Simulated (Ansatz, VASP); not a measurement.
# Sb2Se3 (Antimonselite) in two plane-wave programs, part 2 of 2

Wanted: the spread between two codes on one cell, functional and k mesh. The cell is taken from a series of runs on this material, whose earlier steps may have relaxed, scaled, displaced or heated it; both programs get it as it stands.

VASP 6.6.1 and Ansatz 0.2.0.

So far: The starting structure; VASP: relaxation of cell and atoms, PBEsol.

### Step 3. Ansatz: relaxation of cell and atoms, PBEsol

Level of this step: Ansatz beside VASP: Kohn-Sham DFT, plane waves, PBEsol (Ansatz).

Ansatz runs on its PAW soft_1 files.

The same cell, functional and mesh now go to Ansatz, which takes its cutoff from its data sets.

The input, input.yaml:

```yaml
crystal:
  lattice:
    - [11.8232553514, 0.0, 0.0]
    - [0.0, 3.9775055625, 0.0]
    - [0.0, 0.0, 11.3022998892]
  atoms:
    - { symbol: Sb, position: [0.0239558352, 0.25, 0.3290182369] }
    - { symbol: Sb, position: [0.9760441648, 0.75, 0.6709817631] }
    - { symbol: Sb, position: [0.4760441648, 0.75, 0.8290182369] }
    - { symbol: Sb, position: [0.5239558352, 0.25, 0.1709817631] }
    - { symbol: Sb, position: [0.1494081562, 0.75, 0.0377868096] }
    - { symbol: Sb, position: [0.8505918438, 0.25, 0.9622131904] }
    - { symbol: Sb, position: [0.3505918438, 0.25, 0.5377868096] }
    - { symbol: Sb, position: [0.6494081562, 0.75, 0.4622131904] }
    - { symbol: Se, position: [0.0529335266, 0.25, 0.867035357] }
    - { symbol: Se, position: [0.9470664734, 0.75, 0.132964643] }
    - { symbol: Se, position: [0.4470664734, 0.75, 0.367035357] }
    - { symbol: Se, position: [0.5529335266, 0.25, 0.632964643] }
    - { symbol: Se, position: [0.1294884888, 0.75, 0.4479915887] }
    - { symbol: Se, position: [0.8705115112, 0.25, 0.5520084113] }
    - { symbol: Se, position: [0.3705115112, 0.25, 0.9479915887] }
    - { symbol: Se, position: [0.6294884888, 0.75, 0.0520084113] }
    - { symbol: Se, position: [0.2143989493, 0.25, 0.1962374651] }
    - { symbol: Se, position: [0.7856010507, 0.75, 0.8037625349] }
    - { symbol: Se, position: [0.2856010507, 0.75, 0.6962374651] }
    - { symbol: Se, position: [0.7143989493, 0.25, 0.3037625349] }
kpoints:
  mp_grid: { grid: [2, 8, 2] }
hamiltonian:
  xc: pbesol
  pseudopotentials: { kind: paw, azcp: { folder: soft_1 }, xc_functional: pbe }
scf:
  occupations: { method: fixed }
output:
  forces: true
  stress: true
  eigenvalues: true
relax:
  adjacent_minimum: "off"
  f_tol: 0.001
  max_steps: 60
  cell: { stress_tol: 0.01 }
```

Command:

```bash
$ ansatz run input.yaml --threads 16 --pin off --max-ram 61440MiB --backend cuda --events-out ev --progress --plain --runs-dir out
```

Numbers of over 12 decimals in the logs are rounded to 6 here.

Output:

```text
Engine: ansatz 0.2.0, aarch64-unknown-linux-gnu
Pseudopotentials: kind: paw
Pseudopotential: Sb, paw, valence charge 15, recommended cutoff 420 eV (normal), soft_1/Sb.paw.azcp
Pseudopotential: Se, paw, valence charge 16, recommended cutoff 420 eV (normal), soft_1/Se.paw.azcp
Functional definition: PBEsol
  exchange = pbesol_x
  correlation = pbesol_c
concurrent solve slots: 10 of 16 are kept, ahead of what memory takes: no pass of the eigensolver takes more rounds on 10
[...]
Crystal: 20 atoms, lattice volume = 531.514 Å³
Basis set: ecut = 420 eV, 10387 PW (Γ), exchange–correlation on 160×54×160 points (8 copies of the dense FFT grid, shifted against one another)
Bands: 188, of which v1, the nominal top of the filled ones, is band 156 counted from 1 (155 counted from 0)
Symmetry: 8 space group operations
Space group: Pnma (ITA 62), of the structure as read, at distance tolerance 8.1e-5 Å
k-points: 20 of 32
Non-local potential: Sb, projectors of the file, l = 0: 2, l = 1: 2, l = 2: 2, l = 3: 1
Non-local potential: Se, projectors of the file, l = 0: 2, l = 1: 2, l = 2: 3, l = 3: 1
PAW form: soft (Blöchl's): semilocal exchange-correlation on the pseudo side does not see the compensation charge
PAW frozen core: Sb, regenerated for the run's functional, and the local potential with it (the file was generated under x = pbe(κ = 0.804, μ = 0.219515), c = pbe(β = 0.066725))
PAW frozen core: Se, regenerated for the run's functional, and the local potential with it (the file was generated under x = pbe(κ = 0.804, μ = 0.219515), c = pbe(β = 0.066725))
PAW one-centre angular grid: Sb, 590 points (default); XC on 64 Gauss nodes
PAW one-centre angular grid: Se, 590 points (default); XC on 64 Gauss nodes
Initial density: superposition of atomic densities (chi_scale 0.1, normalization cell, long waves kept (reshape's long-wave potential 0.03 eV rms))
Initial wavefunctions: pseudopotential atomic-orbital guess
[...]
Functional: x = pbesol(κ = 0.804, μ = 0.123457), c = pbesol(β = 0.046)
SCF iter   1: F=—  HF=-116362.085667 eV  |F-HF|=—  |Δ(HF+E_count)|=         —  Δρ=2.56e-2  dr2=4.02e0  ethr=3.10e-3  ⟨swp⟩=4.7  Hψ=11800  notcnv=0  defer=546
preconditioner: auto → Resta (q_TF=auto, 2.496 Å⁻¹)  ε∞=4.4  [insulator: Δε(μ)=0.744 eV  Ē_g=9.252 eV  n_scr=142 (ndim 8)  ℏωp=17.0 eV  f_vac=0.024  ε∞_Penn≈4.4]
SCF iter   2: F=—  HF=-116361.155669 eV  |F-HF|=—  |Δ(HF+E_count)|=   9.30e-1  Δρ=1.35e-2  dr2=7.25e-1  ethr=1.29e-3  ⟨swp⟩=2.5  Hψ=5111  notcnv=0  defer=571
[...]
SCF iter  10: F=-116361.000878 eV  HF=-116361.000878 eV  |F-HF|=9.53e-9  |Δ(HF+E_count)|=   1.41e-7  Δρ=3.14e-6  dr2=8.47e-8  ethr=3.21e-11  ⟨swp⟩=11.2  Hψ=23269  notcnv=0
SCF 1 converged in 10 iterations: F = -116361.000878 eV  dr2 = 8.47e-8
  greatest PAW one-centre occupation: 1.000 electrons in one spin orbital (limit 2), on the Se atom at site 11 (counted from 0), in its partial waves of l = 2
relax step   1: F+E_penalty+E_count = -116361.00087784 eV  Δ(F+E_penalty+E_count) = +0.000e0 eV  max|allowed force component| = 1.225e-2 eV/Å  Δτ_max = 0.0000 Å  P = +0.023 GPa  Ω = 531.514 Å³  (10 SCF iters, dr2 threshold 1.00e-7 eV, accepted)
concurrent solve slots: 10 of 16 are kept, ahead of what memory takes: no pass of the eigensolver takes more rounds on 10
[...]
Crystal: 20 atoms, lattice volume = 532.463 Å³
Basis set: ecut = 420 eV, 10407 PW (Γ), exchange–correlation on 160×54×160 points (8 copies of the dense FFT grid, shifted against one another)
[...]
iter 1 solved again at ethr=4.30e-7 eV; its pass at ethr=3.10e-3 eV (dr2=1.34e-3 eV) is discarded
SCF iter   1: F=—  HF=-116360.999714 eV  |F-HF|=—  |Δ(HF+E_count)|=         —  Δρ=5.74e-4  dr2=1.34e-3  ethr=4.30e-7  ⟨swp⟩=2.9  Hψ=14116  notcnv=0  defer=592
preconditioner: auto → Resta (q_TF=auto, 2.496 Å⁻¹)  ε∞=4.4  [insulator: Δε(μ)=0.890 eV  Ē_g=9.286 eV  n_scr=142 (ndim 8)  ℏωp=17.0 eV  f_vac=0.038  ε∞_Penn≈4.4]
SCF iter   2: F=—  HF=-116360.999889 eV  |F-HF|=—  |Δ(HF+E_count)|=   1.75e-4  Δρ=2.77e-4  dr2=2.77e-4  ethr=4.30e-7  ⟨swp⟩=2.0  Hψ=4041  notcnv=0  defer=594
[...]
SCF 2 converged in 8 iterations: F = -116361.000048 eV  dr2 = 1.27e-9
[...]
SCF 3 converged in 11 iterations: F = -116361.001244 eV  dr2 = 1.37e-12
[...]
SCF 4 converged in 7 iterations: F = -116361.001276 eV  dr2 = 1.12e-9
[...]
SCF 5 converged in 6 iterations: F = -116361.001279 eV  dr2 = 1.57e-9
[...]
SCF 6 converged in 6 iterations: F = -116361.001295 eV  dr2 = 3.27e-10
[...]
SCF 7 converged in 7 iterations: F = -116361.001345 eV  dr2 = 3.84e-12
[...]
SCF converged after 7 iterations
[...]
k-point 19: bands = ["-38.8639", "-38.8639", "-38.8639", "-38.8639", "-38.8611", "-38.8611", "-38.8611", "-38.8611", "-38.8502", "-38.8502", "-38.8502", "-38.8502", "-38.8464", "-38.8464", "-38.8464", "-38.8464", "-38.8402", "-38.8402", "-38.8402", "-38.8402", "-38.8292", "-38.8292", "-38.8292", "-38.8292", "-38.8257", "-38.8257", "-38.8257", "-38.8257", "-38.8133", "-38.8133", "-38.8133", "-38.8133", "-38.8099", " [...]
--- Relaxed structure (6 steps of the walk, 5 accepted, 1 SCFs on fresh bases) ---
  F+E_penalty+E_count = -116361.00134537 eV   max|allowed force component| = 6.321e-4 eV/Å   (the final SCF, on the basis selected at the relaxed cell)
  cell:  # Å, volume = 531.8421 Å³
    - [11.810563, 0, 0]
    - [0, 3.978401, 0]
    - [0, 0, 11.318883]
  atoms:
    - { symbol: Sb, position: [0.024228, 0.25, 0.328916] }
    - { symbol: Sb, position: [0.975772, 0.75, 0.671084] }
    - { symbol: Sb, position: [0.475772, 0.75, 0.828916] }
    - { symbol: Sb, position: [0.524228, 0.25, 0.171084] }
    - { symbol: Sb, position: [0.149647, 0.75, 0.037474] }
    - { symbol: Sb, position: [0.850353, 0.25, 0.962526] }
    - { symbol: Sb, position: [0.350353, 0.25, 0.537474] }
    - { symbol: Sb, position: [0.649647, 0.75, 0.462526] }
    - { symbol: Se, position: [0.052926, 0.25, 0.867510] }
    - { symbol: Se, position: [0.947074, 0.75, 0.132490] }
    - { symbol: Se, position: [0.447074, 0.75, 0.367510] }
    - { symbol: Se, position: [0.552926, 0.25, 0.632490] }
    - { symbol: Se, position: [0.129426, 0.75, 0.448037] }
    - { symbol: Se, position: [0.870574, 0.25, 0.551963] }
    - { symbol: Se, position: [0.370574, 0.25, 0.948037] }
    - { symbol: Se, position: [0.629426, 0.75, 0.051963] }
    - { symbol: Se, position: [0.214436, 0.25, 0.195872] }
    - { symbol: Se, position: [0.785564, 0.75, 0.804128] }
    - { symbol: Se, position: [0.285564, 0.75, 0.695872] }
    - { symbol: Se, position: [0.714436, 0.25, 0.304128] }
```

The column dr2 measures how far the density is from self-consistency, as an energy; F and HF (Harris–Foulkes) agree once it is small.

### Step 4. Comparison

Known differences besides the potentials themselves: fixed occupations in Ansatz, narrow Gaussian smearing in VASP; the data sets hold 312 valence electrons in Ansatz (on its PAW soft_1 files) and 112 in VASP; the cutoff is 420 eV in Ansatz and 500 eV in VASP; Ansatz makes its cores anew for this functional, VASP keeps those of its PBE data sets. Total energies have different zeros and are not compared.

The two programs side by side:

```
                                         quantity  Ansatz    VASP  difference
                                      volume (Å³)  531.84  530.96     +0.17 %
edge a after relaxation, in the typed setting (Å)  11.811  11.800     +0.09 %
edge b after relaxation, in the typed setting (Å)   3.978   3.979     -0.03 %
edge c after relaxation, in the typed setting (Å)  11.319  11.307     +0.11 %
```

### Step 5. Outcome

| Property | Result |
| --- | --- |
| difference in volume (relaxation of cell and atoms, PBEsol) | 0.17 % |

The difference in volume is 0.17 % (relaxation of cell and atoms, PBEsol), within the 1.2 % picked in this series as the mark of a large difference, as far as the stopping tolerances let one tell. The data sets hold unlike numbers of valence electrons (312 in Ansatz and 112 in VASP), so part of the differences comes from the potentials. Such differences can come from data sets, numerical settings and the points named under the comparisons, not from the functional's error against experiment.

[Lines on the potential files, build, host, timing and source positions are cut from VASP's logs without a mark.]

[Logs are printed without paths, hosts, clocks, repeated set-up lines and the standing remarks that a program may print on its own settings, such as how far it seeks lower states.]

[Hosts, paths, dates, database ids (printed as entryN), source tags and the programs' standing remarks are cut or masked in the printed files.]
